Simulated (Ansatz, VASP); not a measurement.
AlBP2: VASP beside Ansatz

Contents of INCAR:

```
SYSTEM = AlBP2
PREC = Accurate
ENCUT = 520
EDIFF = 1E-6
ISMEAR = -1
SIGMA = 0.02
LREAL = .False.
LASPH = .True.
NELM = 100
ALGO = Fast
ISIF = 2
LWAVE = .False.
LCHARG = .False.
GGA = PE
NBANDS = 16
```

The input KPOINTS:

```
regular mesh
0
Gamma
  8 8 6
  0 0 0
```

The input POSCAR:

```
AlBP2
1.0
    3.4145862175      0.0000000000      0.0000000000
    0.0000000000      3.4145862175      0.0000000000
    0.0000000000      0.0000000000      5.2801832362
B P Al
1 2 1
Direct
    0.0000000000      0.0000000000      0.0000000000
    0.0000000000      0.5000000000      0.2077800712
    0.5000000000      0.0000000000      0.7922199288
    0.5000000000      0.5000000000      0.5000000000
```

Input for Ansatz:

```yaml
crystal:
  lattice:
    - [3.4145862175, 0.0, 0.0]
    - [0.0, 3.4145862175, 0.0]
    - [0.0, 0.0, 5.2801832362]
  atoms:
    - { symbol: B, position: [0.0, 0.0, 0.0] }
    - { symbol: P, position: [0.0, 0.5, 0.2077800712] }
    - { symbol: Al, position: [0.5, 0.5, 0.5] }
    - { symbol: P, position: [0.5, 0.0, 0.7922199288] }
kpoints:
  mp_grid: { grid: [8, 8, 6] }
  band_path:
    path:
      - [0.0, 0.0, 0.0]
      - [0.0, 0.5, 0.0]
      - [0.5, 0.5, 0.0]
      - [0.0, 0.0, 0.5]
      - [0.0, 0.5, 0.5]
      - [0.5, 0.5, 0.5]
      - [0.4, 0.4, 0.0]
    npoints: 1
hamiltonian:
  xc: pbe
scf:
  occupations: { method: fermi_dirac, width: 0.02 }
  n_extra_bands: 5
output:
  forces: true
  stress: true
  eigenvalues: true
```

Change from the starting cell: epitaxial_xy strain -2.2%.

Alike in both runs: task single point; functional PBE; k mesh 8 × 8 × 6; occupations fermi-dirac, width 0.02 eV; no spin polarisation.

```csv
,VASP,Ansatz
version,VASP 6.6.1,Ansatz 0.2.0
potentials or method,"VASP PAW PBE potentials, release 64 (B, P, Al)","plane waves, PAW"
plane-wave cutoff (eV),520,420
valence electrons in the cell,16,16
```

Ansatz gave:

| Property | Result |
| --- | --- |
| pressure (GPa) | 4.6 |
| largest component of the traceless stress (GPa) | 2.92 |
| rms of the force components (eV/Å) | 0.066 |

Problem. Estimate VASP's values.

Solution. Pressure (GPa): 4.4; largest component of the traceless stress (GPa): 2.92; rms of the force components (eV/Å): 0.065.

A k mesh can miss the band edges.
